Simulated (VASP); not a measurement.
Here is the system:

```
Co
1.0
    2.31702     0.00000     0.00000
    0.00000     2.31702     0.00000
    0.00000     0.00000     2.31702
Co
1
Cartesian
  0.00000   0.00000   0.00000
```
Starting moments (μB, in the order of the record's atoms Co): 3.0.

Method: PBEsol GGA, VASP's PBE PAW potentials (set 64) (plane waves; VASP). Settings: 400 eV cut-off, 14×14×14 Γ-centred mesh, first-order Methfessel-Paxton smearing of 0.10 eV, potentials Co.

Energy and stress use the plane-wave basis of the starting cell.

### Question
The ions, cell shape and volume are relaxed. Give the cell that the relaxation ends in.

### Answer

```
Co
1.0
    2.28589     0.00000     0.00000
    0.00000     2.28589     0.00000
    0.00000     0.00000     2.28589
Co
1
Cartesian
  0.00000   0.00000   0.00000
```
Space group Pm-3m (221), at a tolerance of 0.03 Å. The cell ends with 1.70 μB, on the sites 1.70 μB.

### Question
How do energy and volume change from the first to the last step?

### Answer
The energy (σ→0) changes by -7.2 meV/atom and the volume by -4.0 %, in 4 ionic steps.

| step | E(σ→0) (eV) | max force (eV/Å) | pressure (GPa) | volume (Å³) |
|---|---|---|---|---|
| 1 | -6.8811 | 0.000 | -4.84 | 12.44 |
| 2 | -6.8877 | 0.000 | 1.81 | 11.78 |
| 3 | -6.8883 | 0.000 | -0.15 | 11.96 |
| 4 | -6.8883 | 0.000 | -0.01 | 11.94 |

The structure was generated: Co was put into the simple-cubic type (Pm-3m), which need not be its known phase. This run relaxes it. Symmetry was kept, so distortions that lower it aren't found.
